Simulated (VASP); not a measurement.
All values below come from PBE GGA with spin-orbit coupling, VASP's PBE PAW potentials (set 64) (plane waves; VASP).

A VASP calculation is set up with these files.

**POSCAR**
```
Os
1
    2.7230030000     0.0000000000     0.0000000000
   -1.3615020000     2.3581900000     0.0000000000
    0.0000000000     0.0000000000     8.7612800000
Os
4
Direct
  0.0180190000  -0.0014300000  -0.0003100000
 -0.0098170000   0.0057300000   0.5059950000
  0.3234620000   0.6579430000   0.2480100000
  0.6683360000   0.3377570000   0.7463050000
```

**KPOINTS**
```
Automatic mesh
0
G
7 7 2
```

INCAR:
```
ALGO = Normal
EDIFF = 1E-6
ENCUT = 300
GGA = PE
GGA_COMPAT = .FALSE.
ISIF = 2
ISMEAR = 0
LASPH = .TRUE.
LCHARG = .FALSE.
LMAXMIX = 6
LNONCOLLINEAR = .TRUE.
LORBIT = 11
LREAL = .FALSE.
LSORBIT = .TRUE.
LWAVE = .FALSE.
MAGMOM = 12*0.0
NELM = 100
PREC = Accurate
SIGMA = 0.1
SYSTEM = Os
```

POTCAR, in this order: Os (PBE.64 set). Program: vasp_ncl.

The run wrote:

OSZICAR:
```
       N       E                     dE             d eps       ncg     rms          rms(c)
DAV:   1     0.134527485621E+03    0.13453E+03   -0.10951E+04  8320   0.973E+02
DAV:   2    -0.350134464700E+02   -0.16954E+03   -0.15743E+03  8816   0.387E+02
DAV:   3    -0.480036531375E+02   -0.12990E+02   -0.12521E+02 11536   0.764E+01
DAV:   4    -0.485024217170E+02   -0.49877E+00   -0.48335E+00 10704   0.157E+01
DAV:   5    -0.485292777191E+02   -0.26856E-01   -0.25722E-01 10608   0.243E+00    0.379E+01
DAV:   6    -0.464059621212E+02    0.21233E+01   -0.26219E+00  9296   0.110E+01    0.188E+01
DAV:   7    -0.458174110175E+02    0.58855E+00   -0.18827E+00 10752   0.939E+00    0.661E+00
DAV:   8    -0.458173941481E+02    0.16869E-04   -0.73554E-01 12968   0.721E+00    0.151E+00
DAV:   9    -0.457756454205E+02    0.41749E-01   -0.23292E-01 13560   0.412E+00    0.355E-01
DAV:  10    -0.457720287227E+02    0.36167E-02   -0.14268E-02 10816   0.101E+00    0.289E-01
DAV:  11    -0.457706851571E+02    0.13436E-02   -0.61239E-03 11456   0.701E-01    0.182E-01
DAV:  12    -0.457705565519E+02    0.12861E-03   -0.13840E-03 10624   0.348E-01    0.746E-02
DAV:  13    -0.457705480458E+02    0.85061E-05   -0.40832E-04 12528   0.185E-01    0.397E-02
DAV:  14    -0.457705296244E+02    0.18421E-04   -0.58972E-05 11872   0.690E-02    0.137E-02
DAV:  15    -0.457705161935E+02    0.13431E-04   -0.14783E-05  9976   0.358E-02    0.114E-02
DAV:  16    -0.457705114608E+02    0.47327E-05   -0.10280E-06  5376   0.115E-02    0.629E-03
DAV:  17    -0.457705095570E+02    0.19038E-05   -0.46362E-07  4928   0.468E-03    0.907E-04
DAV:  18    -0.457705092766E+02    0.28036E-06   -0.97809E-08  4336   0.293E-03
   1 F= -.45770509E+02 E0= -.45758563E+02  d E =-.238926E-01  mag=    -0.0000    -0.0000     0.0000
```

### OUTCAR
```
------------------------ aborting loop because EDIFF is reached ----------------------------------------
  FORCE on cell =-STRESS in cart. coord.  units (eV):
  Direction    XX          YY          ZZ          XY          YZ          ZX
  --------------------------------------------------------------------------------------
  Total        2.7898440      2.9518445      1.5229987     -0.1378764      0.0291990     -0.0774985
  in kB       79.4503879     84.0639109     43.3726190     -3.9265052      0.8315432     -2.2070368
  external PRESSURE =      68.9623060 kB  Pullay stress =       0.0000000 kB
  volume of cell :       56.26
      direct lattice vectors                 reciprocal lattice vectors
     2.723003000  0.000000000  0.000000000     0.367241608  0.212027099  0.000000000
    -1.361502000  2.358190000  0.000000000     0.000000000  0.424054041  0.000000000
     0.000000000  0.000000000  8.761280000     0.000000000  0.000000000  0.114138573
 POSITION                                       TOTAL-FORCE (eV/Angst)
 -----------------------------------------------------------------------------------
     -1.31049      2.35482      8.75856        -0.368112     -0.003293     -0.061569
      2.68847      0.01351      4.43316         0.212865     -0.089585     -1.140897
     -0.01500      1.55155      2.17289         0.184557      0.155989      0.305966
      1.36002      0.79650      6.53859        -0.029311     -0.063111      0.896500
 -----------------------------------------------------------------------------------
    total drift:                               -0.000024     -0.000016     -0.000267
  FREE ENERGIE OF THE ION-ELECTRON SYSTEM (eV)
  ---------------------------------------------------
  free  energy   TOTEN  =       -45.7705092766 eV

  energy  without entropy=      -45.7466166646  energy(sigma->0) =      -45.75856297

 total charge

# of ion       s       p       d       tot
------------------------------------------
    1        0.661   0.774   6.064   7.499
    2        0.667   0.786   6.078   7.531
    3        0.660   0.776   6.040   7.476
    4        0.674   0.812   6.078   7.564
--------------------------------------------------
tot          2.661   3.149  24.260  30.070

 magnetization (x)

# of ion       s       p       d       tot
------------------------------------------
    1       -0.000  -0.000  -0.000  -0.000
    2       -0.000  -0.000  -0.000  -0.000
    3        0.000   0.000  -0.000  -0.000
    4       -0.000   0.000  -0.000  -0.000
--------------------------------------------------
tot         -0.000  -0.000  -0.000  -0.000

 magnetization (y)

# of ion       s       p       d       tot
------------------------------------------
    1       -0.000  -0.000  -0.000  -0.000
    2        0.000   0.000   0.000   0.000
    3       -0.000  -0.000  -0.000  -0.000
    4       -0.000  -0.000  -0.000  -0.000
--------------------------------------------------
tot         -0.000  -0.000  -0.000  -0.000

 magnetization (z)

# of ion       s       p       d       tot
------------------------------------------
    1        0.000  -0.000   0.000   0.000
    2        0.000   0.000   0.000   0.000
    3        0.000   0.000   0.000   0.000
    4       -0.000  -0.000   0.000   0.000
--------------------------------------------------
tot          0.000  -0.000   0.000   0.000

 Ion:    1  E_soc:     -0.6603295

 Ion:    2  E_soc:     -0.6576043

 Ion:    3  E_soc:     -0.6771396

 Ion:    4  E_soc:     -0.6653261
```
(Selected blocks of OUTCAR.)

At this cut-off the stress carries a Pulay error, which pulls relaxed volumes low.

The structure was generated: Os was put into an ordered model structure, which need not be its known phase. The cell was not relaxed at this level, atoms are displaced from their ideal sites. The k-mesh is coarse (spacing up to 0.38 per Å, 2π included), so the numbers may not be converged in it. The run is one of a series of settings (GGA_COMPAT = .FALSE., LNONCOLLINEAR = .TRUE., LSORBIT = .TRUE., MAGMOM = 0.0 0.0 0.0 0.0 0.0 0.0 0.0 0.0 0.0 0.0 0.0 0.0, program vasp_ncl against the base run), some of them coarse on purpose. VASP warned that the highest band is occupied, so more bands are needed.
